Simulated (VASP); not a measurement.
```xyz
64
Lattice="7.1466 0.0000 0.0000 0.0000 7.1466 0.0000 0.0000 0.0000 7.1466" Properties=species:S:1:pos:R:3 pbc="T T T"
C      3.5733     0.0000     0.0000
C      4.4666     0.8933     0.8933
C      5.3599     1.7866     0.0000
C      6.2532     2.6800     0.8933
C      5.3599     0.0000     1.7866
C      6.2532     0.8933     2.6800
C      0.0000     0.0000     0.0000
C      0.8933     0.8933     0.8933
C      1.7866     1.7866     0.0000
C      2.7073     2.6848     0.8591
C      3.5733     3.5733     0.0000
C      4.4883     4.4181     0.8946
C      5.3599     5.3599     0.0000
C      6.2532     6.2532     0.8933
C      1.7866     0.0000     1.7866
C      2.7141     0.9039     2.6755
C      3.5936     1.8359     1.8003
C      4.4183     2.6439     2.6945
C      5.3103     3.5304     1.7935
C      6.2702     4.5014     2.6554
C      3.5733     0.0000     3.5733
C      4.5162     0.8533     4.4963
C      5.3173     1.7648     3.5318
C      6.2942     2.7022     4.4951
C      5.3599     0.0000     5.3599
C      6.2532     0.8933     6.2532
C      0.0000     3.5733     0.0000
C      0.8933     4.4666     0.8933
C      1.7866     5.3599     0.0000
C      2.6800     6.2532     0.8933
C      0.0000     1.7866     1.7866
C      0.9001     2.6810     2.6806
C      1.7826     3.5777     1.7943
C      2.6334     4.4364     2.6562
C      3.5882     5.4078     1.8083
C      4.4857     6.2510     2.6938
C      0.0000     0.0000     3.5733
C      0.8933     0.8933     4.4666
C      1.7388     1.7477     3.5478
C      2.7155     2.6309     4.4290
C      4.4952     4.4367     4.4608
C      5.3924     5.3553     3.5838
C      6.2532     6.2532     4.4666
C      1.7866     0.0000     5.3599
C      2.6800     0.8933     6.2532
C      3.6136     1.7886     5.4037
C      4.4652     2.6482     6.2206
C      5.3405     3.5471     5.3500
C      6.2532     4.4666     6.2532
C      0.0000     5.3599     1.7866
C      0.8933     6.2532     2.6800
C      0.0000     3.5733     3.5733
C      0.8450     4.5086     4.4411
C      1.7584     5.3474     3.5667
C      2.6487     6.2364     4.4929
C      0.0000     1.7866     5.3599
C      0.8933     2.6800     6.2532
C      1.7414     3.5526     5.3146
C      2.7214     4.4701     6.2554
C      3.6109     5.4007     5.3551
C      4.4666     6.2532     6.2532
C      0.0000     5.3599     5.3599
C      0.8933     6.2532     6.2532
Al     3.5523     3.5773     3.5346
```
Cell charge +2.

The numbers are results of PBE GGA, VASP's PBE PAW potentials (set 64) (plane waves; VASP), not measurements. Run with PREC = Normal, LREAL = Auto, ISYM = 0, NELECT = 253.0, EDIFF = 1E-5, 400 eV cut-off, 1×1×1 Γ-centred mesh, Gaussian smearing of 0.050 eV, potentials C Al. Starting moments (MAGMOM): 64*0.0156. The cell's moment is fixed (NUPDOWN = 1).

At this cut-off the stress carries a Pulay error, which pulls relaxed volumes low. The cell is charged, with a uniform compensating background. The supercell is sampled at Γ alone, which is coarse: total energies, pressure and levels can be off, energies of defects by several tenths of an eV.

### Question
The ions are relaxed. Which structure does the run end with?

### Answer

```xyz
64
Lattice="7.1466 0.0000 0.0000 0.0000 7.1466 0.0000 0.0000 0.0000 7.1466" Properties=species:S:1:pos:R:3 pbc="T T T"
C      3.5631     0.0049     0.0009
C      4.4867     0.8632     0.8677
C      5.3592     1.7850     7.1414
C      6.2815     2.6574     0.8676
C      5.3590     7.1420     1.7847
C      6.2841     0.8604     2.6650
C      7.1436     0.0000     7.1456
C      0.9027     0.8840     0.8901
C      1.7822     1.7839     0.0050
C      2.6824     2.6794     0.8837
C      3.5685     3.5757     0.0004
C      4.4650     4.4617     0.8834
C      5.3603     5.3620     0.0050
C      6.2602     6.2415     0.8904
C      1.7819     0.0068     1.7828
C      2.6842     0.8813     2.6780
C      3.5709     1.7779     1.7725
C      4.6279     2.5168     2.5235
C      5.3664     3.5734     1.7729
C      6.2631     4.4604     2.6781
C      3.5687     0.0012     3.5724
C      4.4667     0.8792     4.4619
C      5.3697     1.7744     3.5679
C      6.2649     2.6775     4.4619
C      5.3589     0.0053     5.3598
C      6.2605     0.8839     6.2468
C      7.1388     3.5807     0.0008
C      0.8764     4.4574     0.8654
C      1.7790     5.3651     7.1390
C      2.6869     6.2682     0.8653
C      0.0021     1.7851     1.7846
C      0.8941     2.6817     2.6772
C      1.7454     3.5983     1.7503
C      2.5543     4.5903     2.5299
C      3.5450     5.3987     1.7499
C      4.4631     6.2500     2.6773
C      7.1389     0.0048     3.5734
C      0.8800     0.8651     4.4674
C      1.7600     1.7684     3.5797
C      2.5463     2.5172     4.6166
C      4.6276     4.5987     4.6170
C      5.3757     5.3836     3.5799
C      6.2794     6.2645     4.4681
C      1.7817     7.1425     5.3621
C      2.6861     0.8593     6.2746
C      3.5525     1.7587     5.3930
C      4.4675     2.6769     6.2588
C      5.3849     3.5907     5.3922
C      6.2852     4.4588     6.2742
C      7.1376     5.3622     1.7830
C      0.8839     6.2605     2.6707
C      7.1424     3.5754     3.5724
C      0.8950     4.4600     4.4581
C      1.7533     5.3905     3.5611
C      2.6841     6.2492     4.4583
C      7.1390     1.7851     5.3597
C      0.8823     2.6618     6.2662
C      1.7613     3.5711     5.3807
C      2.6838     4.4604     6.2555
C      3.5729     5.3823     5.3804
C      4.4827     6.2621     6.2663
C      0.0021     5.3626     5.3622
C      0.9020     6.2427     6.2464
Al     3.5608     3.5819     3.5762
```
Cell charge +2. The cell ends with 1.00 μB, on the first 30 sites 0.01 0.01 0.00 0.01 0.00 0.00 0.01 0.01 0.00 0.00 0.00 0.00 0.00 0.01 0.00 0.01 0.01 0.01 0.01 0.01 0.00 0.01 0.00 0.00 0.00 0.01 0.01 0.01 0.00 0.01 μB.

### Question
How much energy does the relaxation gain?

### Answer
The energy (σ→0) changes by -143.3 meV/atom, in 29 ionic steps.

```
step  E(σ→0) (eV)  max force (eV/Å)  pressure (GPa)  volume (Å³)
----  -----------  ----------------  --------------  -----------
1       -575.4531            18.994            2.86       365.00
2       -562.5579            11.897            4.30       365.00
3       -583.8824             2.414           -2.65       365.00
4       -583.8922             2.382           -2.62       365.00
5       -583.8693             2.965           -2.42       365.00
6       -584.4948             0.725           -2.84       365.00
7       -584.5687             0.749           -2.68       365.00
8       -584.5953             0.385           -2.77       365.00
9       -584.6133             0.312           -2.74       365.00
10      -584.6152             0.213           -2.75       365.00
11      -584.6221             0.108           -2.77       365.00
12      -584.6222             0.118           -2.77       365.00
13      -584.6244             0.069           -2.76       365.00
14      -584.6244             0.064           -2.76       365.00
15      -584.6250             0.037           -2.77       365.00
16      -584.6250             0.032           -2.77       365.00
17      -584.6253             0.030           -2.77       365.00
18      -584.6254             0.041           -2.77       365.00
19      -584.6255             0.040           -2.76       365.00
20      -584.6260             0.041           -2.76       365.00
21      -584.6260             0.127           -2.75       365.00
22      -584.6262             0.052           -2.76       365.00
23      -584.6266             0.041           -2.76       365.00
24      -584.6268             0.053           -2.76       365.00
25      -584.6269             0.039           -2.76       365.00
```

The cell is a supercell with a defect, built from C (diamond): Al_C, charge +2.
